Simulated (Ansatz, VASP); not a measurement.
Ta4O in VASP and in Ansatz

The input INCAR:

```
PREC = Accurate
ENCUT = 520
EDIFF = 1E-6
ISMEAR = 0
SIGMA = 0.1
LREAL = F
LASPH = T
NELM = 150
ALGO = Normal
ISIF = 2
LWAVE = F
LCHARG = F
ISPIN = 2
MAGMOM = 1 1 1 1 0
LORBIT = 11
LMAXMIX = 4
GGA = PE
NBANDS = 37
```

Contents of KPOINTS:

```
Automatic mesh
0
Gamma
  4 4 4
```

Contents of POSCAR:

```
Ta4O
1.0
    4.3935136835      0.0000000000      0.0000000000
    0.0000000000      4.3935136835      0.0000000000
    0.0000000000      0.0000000000      4.3935136835
Ta O
4 1
Direct
    0.2636902031      0.7363097969      0.2636902031
    0.7363097969      0.2636902031      0.2636902031
    0.7363097969      0.7363097969      0.7363097969
    0.2636902031      0.2636902031      0.7363097969
    0.0000000000      0.0000000000      0.0000000000
```

Input for Ansatz:

```yaml
crystal:
  lattice:
    - [4.3935136835, 0.0, 0.0]
    - [0.0, 4.3935136835, 0.0]
    - [0.0, 0.0, 4.3935136835]
  atoms:
    - { symbol: Ta, position: [0.2636902031, 0.7363097969, 0.2636902031], spin: 1.0 }
    - { symbol: Ta, position: [0.7363097969, 0.2636902031, 0.2636902031], spin: 1.0 }
    - { symbol: Ta, position: [0.7363097969, 0.7363097969, 0.7363097969], spin: 1.0 }
    - { symbol: Ta, position: [0.2636902031, 0.2636902031, 0.7363097969], spin: 1.0 }
    - { symbol: O, position: [0.0, 0.0, 0.0] }
basis:
  ecutwfc: 420
kpoints:
  mp_grid: { grid: [4, 4, 4] }
hamiltonian:
  xc: pbe
scf:
  occupations: { method: gaussian, width: 0.1 }
  lower_state_search: "off"
output:
  forces: true
  stress: true
  eigenvalues: true
  populations: true
magnetization:
  spin_polarized: true
```

Alike in both runs: task single point; functional PBE; k mesh 4 × 4 × 4; occupations gaussian, width 0.1 eV; collinear spin.

|  | VASP | Ansatz |
| --- | --- | --- |
| version | VASP 6.6.1 | Ansatz 0.2.0 |
| potentials or method | VASP PAW PBE potentials, release 64 (Ta_pv, O) | scalar-relativistic, plane waves, PAW |
| plane-wave cutoff (eV) | 520 | 420 |
| valence electrons in the cell | 50 | 58 |

```csv
,VASP,Ansatz,Ansatz less VASP
gap on the k mesh at the Fermi level (eV),none,none,-
pressure (GPa),0.5,0.2,-0.23
rms of the force components (eV/Å),0.043,0.011,-0.0322
net moment per atom (μB),0.00,0.00,0.000
```

Atom by atom the forces differ by 0.032 eV/Å (rms over components). A gap of «none» marks a metal or a gap that the smearing closes. The two sets of potentials don't hold the same shells in valence. Ansatz warned: «seeded_moment_not_kept».

The runs have no spin-orbit coupling, so splittings on Ta are missing.
